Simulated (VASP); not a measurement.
Method: rev-vdW-DF2, VASP's PBE PAW potentials (set 64) (plane waves; VASP 6.6.1).

A VASP calculation is set up with these files.

POSCAR:
```
AlN
1.0
  0.0000000000   2.1900000000   2.1900000000
  2.1900000000   0.0000000000   2.1900000000
  2.1900000000   2.1900000000   0.0000000000
Al N
1 1
Cart
  0.0000000000   0.0000000000   0.0000000000
  1.0950000000   1.0950000000   1.0950000000
```

**KPOINTS**
```
Automatic mesh
0
Gamma
9 9 9
0 0 0
```

INCAR:
```
AGGAC  =  0.0
ALGO  =  Normal
EDIFF  =  1E-6
EDIFFG  =  -0.01
ENCUT  =  520
GGA  =  MK
IBRION  =  2
ISIF  =  3
ISMEAR  =  0
LASPH  =  .TRUE.
LCHARG  =  .FALSE.
LREAL  =  .FALSE.
LUSE_VDW  =  .TRUE.
LWAVE  =  .FALSE.
NELM  =  100
NSW  =  60
PARAM1  =  0.1234568
PARAM2  =  0.7114
PREC  =  Accurate
SIGMA  =  0.05
SYSTEM  =  AlN
ZAB_VDW  =  -1.8867
```

POTCAR, in this order: Al N (PBE.64 set). Program: vasp_std.

Problem. Estimate the energy per atom (σ→0), volume per atom.

Solution. 
```json
{
  "energy per atom (σ→0)": "-6416 meV/atom",
  "volume_per_atom": "10.57 Å^3/atom"
}
```

**OSZICAR**
```
...
   2 F= -.12831641E+02 E0= -.12831641E+02  d E =-.124052E-03
       N       E                     dE             d eps       ncg     rms          rms(c)
DAV:   1    -0.128328865920E+02   -0.12457E-02   -0.20259E-02   560   0.132E+00    0.194E-01
DAV:   2    -0.128320967758E+02    0.78982E-03   -0.47525E-03   576   0.466E-01    0.423E-02
DAV:   3    -0.128320923423E+02    0.44336E-05   -0.57324E-05   672   0.834E-02    0.162E-02
DAV:   4    -0.128320887237E+02    0.36186E-05   -0.27269E-06   664   0.148E-02    0.646E-03
DAV:   5    -0.128320887511E+02   -0.27340E-07   -0.57410E-07   304   0.691E-03
   3 F= -.12832089E+02 E0= -.12832089E+02  d E =-.572026E-03
```

The compound is AlN in the zinc blende structure, a metastable form; wurtzite is the usual one. This run relaxes it. Symmetry was kept, so distortions that lower it aren't found.
